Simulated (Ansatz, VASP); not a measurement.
MoPd in VASP and in Ansatz

The input INCAR:

```
ALGO     = Normal         # electronic algorithm
EDIFF    = 1E-6           # SCF threshold, eV
ENCUT    = 520            # plane-wave cutoff, eV
ISIF     = 2              # what is computed and relaxed
ISMEAR   = 1              # smearing method
LASPH    = T              # aspherical terms in the spheres
LCHARG   = T              # write CHGCAR
LELF     = T              # ELF
LREAL    = F              # projectors in reciprocal space
LVHAR    = T            
LWAVE    = F              # write WAVECAR
NBANDS   = 19             # bands
NELM     = 100            # most SCF steps
PREC     = Accurate       # precision mode
SIGMA    = 0.1            # smearing width, eV
```

The input KPOINTS:

```
k-points
0
Gamma
  9 9 5
```

File POSCAR:

```
MoPd
1.0
    2.7173120312      0.0000000000      0.0000000000
   -1.3586560156      2.3532613351      0.0000000000
    0.0000000000      0.0000000000      4.4412014110
Mo Pd
1 1
Direct
    0.6666666667      0.3333333333      0.5000000000
    0.3333333333      0.6666666667      0.0000000000
```

Input for Ansatz:

```yaml
crystal:
  lattice:
    - [2.717312031217557, 0.0, 0.0]
    - [-1.3586560156087786, 2.3532613350867506, 0.0]
    - [0.0, 0.0, 4.441201410969824]
  atoms:
    - { symbol: Mo, position: [0.6666666666666666, 0.3333333333333333, 0.5] }
    - { symbol: Pd, position: [0.3333333333333333, 0.6666666666666666, 0.0] }
basis:
  ecutwfc: 500.0
kpoints:
  mp_grid:
    grid: [9, 9, 5]
hamiltonian:
  xc: lda
scf:
  occupations:
    method: cold
    width: 0.1
output:
  stress: true
```

The cell comes from a database or a generator and needn't be the stable form of this composition.

Alike in both runs: task single point; functional LDA; k mesh 9 × 9 × 5; no spin polarisation.

```csv
,VASP,Ansatz
version,VASP 6.6.1,Ansatz 0.2.0
potentials or method,"VASP PAW LDA potentials, release 64 (Mo_sv, Pd)","plane waves, PAW"
plane-wave cutoff (eV),520,500
occupations,"methfessel-paxton of order 1, width 0.1 eV","cold, width 0.1 eV"
valence electrons in the cell,24,32
```

```tsv
	VASP	Ansatz	Ansatz less VASP
pressure (GPa)	5.3	4.5	-0.82
largest component of the traceless stress (GPa)	1.07	0.74	-0.334
```

The two sets of potentials don't hold the same shells in valence.
